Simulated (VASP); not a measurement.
Input of a VASP 6.6.1 run:

The input INCAR:

```
SYSTEM = FeSi
PREC     = Accurate       ! precision mode
ENCUT    = 520            ! plane-wave cutoff, eV
EDIFF    = 1E-7           ! SCF threshold, eV
ISMEAR   = -1             ! smearing method
SIGMA    = 0.01           ! smearing width, eV
LREAL    = .FALSE.        ! projectors in reciprocal space
LASPH    = .TRUE.         ! aspherical terms in the spheres
NELM     = 150            ! most SCF steps
ALGO     = Normal         ! electronic algorithm
ISIF     = 2              ! what is computed and relaxed
LWAVE    = .FALSE.        ! write WAVECAR
LCHARG   = .FALSE.        ! write CHGCAR
LMAXMIX  = 4              ! l up to which the mixer works
METAGGA  = R2SCAN         ! meta-GGA
LMIXTAU  = .TRUE.
```

File KPOINTS:

```
regular mesh
0
G
  6 6 6
  0 0 0
```

File POSCAR:

```
FeSi
1.0
    4.5507000000      0.0000000000      0.0000000000
    0.0000000000      4.5507000000      0.0000000000
    0.0000000000      0.0000000000      4.5507000000
Fe Si
4 4
Direct
    0.1365200000      0.1365200000      0.1365200000
    0.3634800000      0.8634800000      0.6365200000
    0.6365200000      0.3634800000      0.8634800000
    0.8634800000      0.6365200000      0.3634800000
    0.8424000000      0.8424000000      0.8424000000
    0.6576000000      0.1576000000      0.3424000000
    0.3424000000      0.6576000000      0.1576000000
    0.1576000000      0.3424000000      0.6576000000
```

File KPOINTS_OPT:

```
path GXMGRX,MR
10
line-mode
reciprocal
 0.0000000000  0.0000000000  0.0000000000  G
 0.0000000000  0.5000000000  0.0000000000  X

 0.0000000000  0.5000000000  0.0000000000  X
 0.5000000000  0.5000000000  0.0000000000  M

 0.5000000000  0.5000000000  0.0000000000  M
 0.0000000000  0.0000000000  0.0000000000  G

 0.0000000000  0.0000000000  0.0000000000  G
 0.5000000000  0.5000000000  0.5000000000  R

 0.5000000000  0.5000000000  0.5000000000  R
 0.0000000000  0.5000000000  0.0000000000  X

 0.5000000000  0.5000000000  0.0000000000  M
 0.5000000000  0.5000000000  0.5000000000  R
```

Potentials or basis: VASP PAW PBE potentials, release 64 (Fe, Si).

The run is started by

```sh
$ cat potpaw_PBE.64/Fe/POTCAR potpaw_PBE.64/Si/POTCAR > POTCAR
$ mpirun -np 1 vasp_std > vasp.out
```

Question: Estimate the band gap on the k mesh.

Answer: 0.30 eV, indirect (least direct gap 0.31 eV).

Question: Predict the band gap along the path.

Answer: 0.29 eV, indirect (least direct gap 0.30 eV).

Question: What does it give for the pressure?

Answer: -20.1 GPa.

Levels at the corners of the path, in eV from the valence-band top:
```csv
point,band 22,band 23,band 24,band 25,band 26,band 27
Γ,-0.34,-0.10,-0.10,0.72,0.72,0.72
X,-0.42,-0.05,-0.05,0.33,0.33,1.74
X,-0.42,-0.05,-0.05,0.33,0.33,1.74
M,-0.96,-0.38,-0.38,0.71,0.71,1.36
M,-0.96,-0.38,-0.38,0.71,0.71,1.36
Γ,-0.34,-0.10,-0.10,0.72,0.72,0.72
Γ,-0.34,-0.10,-0.10,0.72,0.72,0.72
R,-0.66,-0.66,-0.66,0.64,0.64,0.64
R,-0.66,-0.66,-0.66,0.64,0.64,0.64
X,-0.42,-0.05,-0.05,0.33,0.33,1.74
M,-0.96,-0.38,-0.38,0.71,0.71,1.36
R,-0.66,-0.66,-0.66,0.64,0.64,0.64
```

Caveat: so large a pressure means that the cell lies far from this level's equilibrium, or that cutoff or potentials fall short; the potentials were made for another functional, which shifts forces and pressure. Spin polarisation is off, so any magnetic state and its effect on volume and gap are missing.
